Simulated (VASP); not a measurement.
These are PBE GGA, VASP's PBE PAW potentials (set 64) (plane waves; VASP 6.6.1) values and carry that method's errors.

A VASP calculation is set up with these files.

### INCAR
```
ALGO=Normal
EDIFF=1E-6
EDIFFG=-0.02
ENCUT=620
GGA=PE
IBRION=2
ISIF=3
ISMEAR=0
LASPH=T
LCHARG=F
LREAL=F
LWAVE=F
NELM=100
NSW=40
PREC=Accurate
PSTRESS=300
SIGMA=0.05
SYSTEM=C
```

File KPOINTS:
```
Automatic mesh
0
Gamma
 10 10 4
0 0 0
```

### POSCAR
```
C
1
    1.2161793559    -2.1064833037    -0.0000000000
    1.2161793559     2.1064833037     0.0000000000
    0.0000000000     0.0000000000     5.6657339536
C
4
Direct
  0.0000000000   0.0000000000   0.2500000000
  0.0000000000   0.0000000000   0.7500000000
  0.3333330000   0.6666670000   0.2500000000
  0.6666670000   0.3333330000   0.7500000000
```

POTCAR, in this order: C (PBE.64 set). Program: vasp_std.

Output of the run:

OSZICAR:
```
       N       E                     dE             d eps       ncg     rms          rms(c)
DAV:   1     0.460155144355E+02    0.46016E+02   -0.93726E+03  1008   0.144E+03
DAV:   2    -0.355623988935E+02   -0.81578E+02   -0.74740E+02  1376   0.243E+02
DAV:   3    -0.389205065580E+02   -0.33581E+01   -0.33318E+01  1296   0.476E+01
DAV:   4    -0.389554675894E+02   -0.34961E-01   -0.34909E-01  1248   0.554E+00
DAV:   5    -0.389561104785E+02   -0.64289E-03   -0.64225E-03  1240   0.723E-01    0.936E+00
DAV:   6    -0.370573920366E+02    0.18987E+01   -0.18362E+00  1148   0.979E+00    0.549E+00
DAV:   7    -0.364694041779E+02    0.58799E+00   -0.18802E+00  1184   0.101E+01    0.148E+00
DAV:   8    -0.364738507613E+02   -0.44466E-02   -0.43276E-02  1156   0.148E+00    0.747E-02
DAV:   9    -0.364739670956E+02   -0.11633E-03   -0.60185E-04  1260   0.223E-01    0.472E-02
DAV:  10    -0.364740552229E+02   -0.88127E-04   -0.77757E-05  1216   0.817E-02    0.149E-02
DAV:  11    -0.364740570210E+02   -0.17981E-05   -0.44828E-06  1268   0.203E-02    0.166E-03
DAV:  12    -0.364740568994E+02    0.12161E-06   -0.29212E-07   844   0.524E-03
   1 F= -.31038394E+02 E0= -.31038394E+02  d E =-.310384E+02
       N       E                     dE             d eps       ncg     rms          rms(c)
DAV:   1    -0.361319240791E+02    0.34213E+00   -0.26391E+00  1096   0.169E+01    0.150E+00
DAV:   2    -0.360956260872E+02    0.36298E-01   -0.57872E-02  1176   0.199E+00    0.836E-01
DAV:   3    -0.360823318582E+02    0.13294E-01   -0.34955E-02  1104   0.138E+00    0.112E-01
DAV:   4    -0.360822935720E+02    0.38286E-04   -0.47684E-04  1236   0.187E-01    0.808E-02
DAV:   5    -0.360822434703E+02    0.50102E-04   -0.39727E-05  1188   0.685E-02    0.663E-03
DAV:   6    -0.360822440802E+02   -0.60990E-06   -0.14110E-06   976   0.104E-02
   2 F= -.30994153E+02 E0= -.30994153E+02  d E =0.442413E-01
       N       E                     dE             d eps       ncg     rms          rms(c)
DAV:   1    -0.363864742646E+02   -0.30423E+00   -0.10211E+00  1084   0.103E+01    0.933E-01
DAV:   2    -0.363720785888E+02    0.14396E-01   -0.20818E-02  1184   0.121E+00    0.523E-01
DAV:   3    -0.363666979887E+02    0.53806E-02   -0.14273E-02  1124   0.868E-01    0.668E-02
DAV:   4    -0.363666772848E+02    0.20704E-04   -0.19185E-04  1232   0.117E-01    0.465E-02
DAV:   5    -0.363666480336E+02    0.29251E-04   -0.14969E-05  1188   0.431E-02    0.307E-03
DAV:   6    -0.363666478400E+02    0.19354E-06   -0.30098E-07   780   0.494E-03
   3 F= -.31060596E+02 E0= -.31060596E+02  d E =-.222019E-01
       N       E                     dE             d eps       ncg     rms          rms(c)
DAV:   1    -0.363538654675E+02    0.12783E-01   -0.24041E+00  1008   0.132E+01    0.104E+00
DAV:   2    -0.363121829375E+02    0.41683E-01   -0.53130E-02  1160   0.188E+00    0.560E-01
DAV:   3    -0.362953350460E+02    0.16848E-01   -0.50271E-02  1164   0.164E+00    0.141E-01
DAV:   4    -0.362953199495E+02    0.15096E-04   -0.76210E-04  1196   0.237E-01    0.112E-01
DAV:   5    -0.362952394396E+02    0.80510E-04   -0.17948E-04  1164   0.125E-01    0.958E-03
DAV:   6    -0.362952400925E+02   -0.65292E-06   -0.26320E-06  1128   0.154E-02
   4 F= -.31084387E+02 E0= -.31084387E+02  d E =-.237913E-01
       N       E                     dE             d eps       ncg     rms          rms(c)
DAV:   1    -0.362637058027E+02    0.31534E-01   -0.11227E+00  1008   0.903E+00    0.715E-01
DAV:   2    -0.362443120023E+02    0.19394E-01   -0.24305E-02  1176   0.129E+00    0.385E-01
DAV:   3    -0.362364578018E+02    0.78542E-02   -0.23435E-02  1156   0.112E+00    0.975E-02
DAV:   4    -0.362364559901E+02    0.18117E-05   -0.33599E-04  1204   0.161E-01    0.827E-02
DAV:   5    -0.362364094241E+02    0.46566E-04   -0.10218E-04  1136   0.922E-02    0.912E-03
DAV:   6    -0.362364099161E+02   -0.49197E-06   -0.19252E-06  1016   0.131E-02
   5 F= -.31090050E+02 E0= -.31090043E+02  d E =-.294535E-01
```

OUTCAR:
```
------------------------ aborting loop because EDIFF is reached ----------------------------------------
  FORCE on cell =-STRESS in cart. coord.  units (eV):
  Direction    XX          YY          ZZ          XY          YZ          ZX
  --------------------------------------------------------------------------------------
  Total        5.1789004      5.1788932      5.0755559      0.0000000      0.0000000     -0.0000000
  in kB      301.8968827    301.8964650    295.8725593      0.0000000      0.0000000     -0.0000000
  external PRESSURE =      -0.1113644 kB  Pullay stress =     300.0000000 kB
  volume of cell :       27.48
      direct lattice vectors                 reciprocal lattice vectors
     1.209349174 -2.094652764  0.000000000     0.413445522 -0.238703048 -0.000000000
     1.209349174  2.094652764 -0.000000000     0.413445522  0.238703048  0.000000000
     0.000000000 -0.000000000  5.424950269     0.000000000  0.000000000  0.184333487
 POSITION                                       TOTAL-FORCE (eV/Angst)
 -----------------------------------------------------------------------------------
      0.00000     -0.00000      1.35624        -0.000000      0.000000      0.000000
      0.00000     -0.00000      4.06871         0.000000     -0.000000      0.000000
      1.20935      0.69822      1.35624        -0.000000     -0.000000     -0.000000
      1.20935     -0.69822      4.06871         0.000000      0.000000      0.000000
 -----------------------------------------------------------------------------------
    total drift:                                0.000000     -0.000000      0.000000
  FREE ENERGIE OF THE ION-ELECTRON SYSTEM (eV)
  ---------------------------------------------------
  free  energy   TOTEN  =       -36.2364099161 eV

  energy  without entropy=      -36.2363955211  energy(sigma->0) =      -36.23640272
  enthalpy is  TOTEN    =       -31.0900497039 eV   P V=        5.1463602122

 reached required accuracy - stopping structural energy minimisation
```
(Selected blocks of OUTCAR.)

**CONTCAR**
```
C
   1.00000000000000
     1.2093491738898257   -2.0946527641937407    0.0000000000000000
     1.2093491738898257    2.0946527641937407   -0.0000000000000000
     0.0000000000000000   -0.0000000000000000    5.4249502688832534
  C
     4
Direct
     0.0000000000000000    0.0000000000000000    0.2500000000000000
     0.0000000000000000    0.0000000000000000    0.7500000000000000
     0.3333330000000032    0.6666669999999968    0.2500000000000000
     0.6666669999999968    0.3333330000000032    0.7500000000000000
```

Energy and stress use the plane-wave basis of the starting cell. Without a dispersion term in the relaxation, distances and binding between the weakly bound layers, chains or molecules are unreliable, and so is what depends on them.

The compound is C in the graphite structure. This run relaxes it under an external pressure of 30 GPa. Symmetry was kept, so distortions that lower it aren't found.
